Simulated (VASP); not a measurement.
Input:

```yaml
crystal:
  lattice:
    - [4.15736, 0.00000, 0.00000]
    - [0.00000, 4.15736, 0.00000]
    - [0.00000, 0.00000, 6.34349]
  atoms:
    - { symbol: Ta, position: [0.00000, 0.00000, 0.00000] }
    - { symbol: Ta, position: [0.50000, 0.50000, 0.00000] }
    - { symbol: Ta, position: [0.50000, 0.00000, 0.27000] }
    - { symbol: Ta, position: [0.00000, 0.50000, 0.73000] }
    - { symbol: N, position: [0.50000, 0.00000, 0.70000] }
    - { symbol: N, position: [0.00000, 0.50000, 0.30000] }
```

Method: PBE GGA, VASP's PBE PAW potentials (set 64) (plane waves; VASP). Numerical set-up: 400 eV cut-off, 5×5×3 Γ-centred mesh, Gaussian smearing of 0.10 eV, potentials Ta_pv N.

Problem. Give the energies of bands 18 to 31 at the high-symmetry points, in eV from the Fermi level.

Solution. 
```json
[
 {"band": "18", "Γ": "-3.08", "X": "-3.40", "M": "-3.27", "Z": "-3.00", "R": "-3.43", "A": "-3.22"},
 {"band": "19", "Γ": "-2.70", "X": "-3.32", "M": "-2.74", "Z": "-2.67", "R": "-3.26", "A": "-3.07"},
 {"band": "20", "Γ": "-2.57", "X": "-3.32", "M": "-2.74", "Z": "-2.13", "R": "-3.26", "A": "-3.07"},
 {"band": "21", "Γ": "-2.43", "X": "-1.87", "M": "-2.31", "Z": "-1.95", "R": "-1.31", "A": "-1.99"},
 {"band": "22", "Γ": "-2.29", "X": "-1.87", "M": "-2.31", "Z": "-1.90", "R": "-1.31", "A": "-1.99"},
 {"band": "23", "Γ": "-2.29", "X": "-1.17", "M": "-1.08", "Z": "-1.90", "R": "-1.22", "A": "-1.70"},
 {"band": "24", "Γ": "-2.20", "X": "-1.17", "M": "-1.08", "Z": "-1.21", "R": "-1.22", "A": "-1.70"},
 {"band": "25", "Γ": "-1.85", "X": "-0.54", "M": "-0.20", "Z": "-1.21", "R": "-0.39", "A": "-0.31"},
 {"band": "26", "Γ": "-0.22", "X": "-0.54", "M": "-0.20", "Z": "-0.94", "R": "-0.39", "A": "-0.31"},
 {"band": "27", "Γ": "-0.13", "X": "-0.06", "M": "0.24", "Z": "-0.73", "R": "0.33", "A": "0.23"},
 {"band": "28", "Γ": "-0.13", "X": "-0.06", "M": "0.24", "Z": "-0.51", "R": "0.33", "A": "0.23"},
 {"band": "29", "Γ": "-0.07", "X": "1.28", "M": "0.55", "Z": "-0.14", "R": "1.19", "A": "1.26"},
 {"band": "30", "Γ": "-0.07", "X": "1.28", "M": "0.55", "Z": "0.17", "R": "1.19", "A": "1.26"},
 {"band": "31", "Γ": "0.36", "X": "1.51", "M": "1.04", "Z": "0.17", "R": "1.23", "A": "1.70"}
]
```

It has no gap at this level: it comes out as a metal or semimetal.

The structure was generated: Ta2N was put into an ordered model structure, which need not be its known phase. The cell was not relaxed at this level. The k-mesh is coarse (spacing up to 0.33 per Å, 2π included), so the numbers may not be converged in it.
